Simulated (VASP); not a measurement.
Input of a VASP 6.6.1 run:

The input INCAR:

```
SYSTEM = CdS
  PREC = Accurate
  ENCUT = 520
  EDIFF = 1E-7
  ISMEAR = 0
  SIGMA = 0.05
  LREAL = .FALSE.
  LASPH = .TRUE.
  NELM = 100
  ALGO = Fast
  ISIF = 2
  LWAVE = .FALSE.
  LCHARG = .TRUE.
  GGA = PE
  LELF = .TRUE.
  LVHAR = .TRUE.
  NBANDS = 26
```

The input KPOINTS:

```
regular mesh
0
G
  9 9 6
  0 0 0
```

Contents of POSCAR:

```
CdS
1.0
    3.8909950226      0.0000000000      0.0000000000
   -1.9454975113      3.3697005356      0.0000000000
    0.0000000000      0.0000000000      7.6212625907
Cd S
2 2
Direct
    0.3333333333      0.6666666667      0.0000000000
    0.6666666667      0.3333333333      0.5000000000
    0.3333333333      0.6666666667      0.3850000000
    0.6666666667      0.3333333333      0.8850000000
```

Potentials or basis: VASP PAW PBE potentials, release 64 (Cd, S).

Command:

```bash
$ cat potpaw_PBE.64/Cd/POTCAR potpaw_PBE.64/S/POTCAR > POTCAR
$ mpirun -np 1 vasp_std > vasp.out
```

Problem. Predict the largest force.

Solution. 0.984 eV/Å.

Problem. Estimate the pressure.

Solution. 7.2 GPa.

Problem. Predict the band gap on the k mesh.

Solution. 0.88 eV, direct.

Forces in eV/Å, atoms in the order of the input:
```
Cd   0.000  0.000  0.984
Cd   0.000  0.000  0.984
S    0.000  0.000 -0.984
S    0.000  0.000 -0.984
```

Caveat: an odd mesh through Γ misses points on the zone boundary, where band edges often lie.

The gap isn't set beside the measured one, since this odd mesh misses points on the zone boundary.
